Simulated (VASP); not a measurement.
Method: LDA (Ceperley-Alder, Perdew-Zunger), VASP's LDA PAW potentials (set 64) (plane waves; VASP).

The input files of a VASP run:

File KPOINTS:
```
Automatic mesh
0
Gamma
8 8 2
0 0 0
```

POSCAR:
```
Bi2Se3
1.0
  4.1113308677   0.0000000000   0.0000000000
 -2.0556654338   3.5605168068   0.0000000000
  0.0000000000   0.0000000000  27.9138754905
Bi Se
6 9
Direct
  0.3333330000   0.6666670000   0.2656670000
  0.3333330000   0.6666670000   0.0676670000
  0.0000000000   0.0000000000   0.5990000000
  0.0000000000   0.0000000000   0.4010000000
  0.6666670000   0.3333330000   0.9323330000
  0.6666670000   0.3333330000   0.7343330000
  0.0000000000   0.0000000000   0.0000000000
  0.6666670000   0.3333330000   0.1213330000
  0.0000000000   0.0000000000   0.2120000000
  0.6666670000   0.3333330000   0.3333330000
  0.3333330000   0.6666670000   0.4546670000
  0.6666670000   0.3333330000   0.5453330000
  0.3333330000   0.6666670000   0.6666670000
  0.0000000000   0.0000000000   0.7880000000
  0.3333330000   0.6666670000   0.8786670000
```

### INCAR
```
ALGO=Fast
EDIFF=1E-5
EDIFFG=-0.03
ENCUT=400
IBRION=2
ISIF=2
ISMEAR=0
LASPH=T
LCHARG=F
LMAXMIX=4
LREAL=F
LWAVE=F
NELM=100
NELMIN=4
NSW=20
PREC=Normal
SIGMA=0.05
SYSTEM=Bi2Se3
```

POTCAR, in this order: Bi_d Se (LDA.64 set). Program: vasp_std.

Unless said otherwise, spin-orbit coupling is left out, though it shifts the bands of the heavy elements here.

What does the run give for the energy per atom (σ→0), band gap (on the k-mesh)?

```json
{
  "energy per atom (σ→0)": "-4.686 eV/atom",
  "band gap (on the k-mesh)": "0.04 eV"
}
```

File OSZICAR:
```
...
RMM:   2    -0.702676313623E+02   -0.42249E-01   -0.49929E-01  3967   0.345E+00    0.296E-01
RMM:   3    -0.702832764518E+02   -0.15645E-01   -0.17578E-01  4793   0.193E+00    0.192E-01
RMM:   4    -0.702840552311E+02   -0.77878E-03   -0.14163E-02  4329   0.515E-01    0.179E-01
RMM:   5    -0.702840444349E+02    0.10796E-04   -0.35536E-03  4470   0.252E-01    0.107E-01
RMM:   6    -0.702839825383E+02    0.61897E-04   -0.73993E-04  3769   0.980E-02    0.408E-02
RMM:   7    -0.702839634007E+02    0.19138E-04   -0.25822E-04  4235   0.778E-02    0.194E-02
RMM:   8    -0.702839574228E+02    0.59778E-05   -0.77674E-05  3661   0.366E-02
   7 F= -.70283957E+02 E0= -.70283766E+02  d E =-.241886E-01
```

The compound is Bi2Se3 in the tetradymite structure. This run relaxes the ions in a fixed cell. Symmetry was kept, so distortions that lower it aren't found.
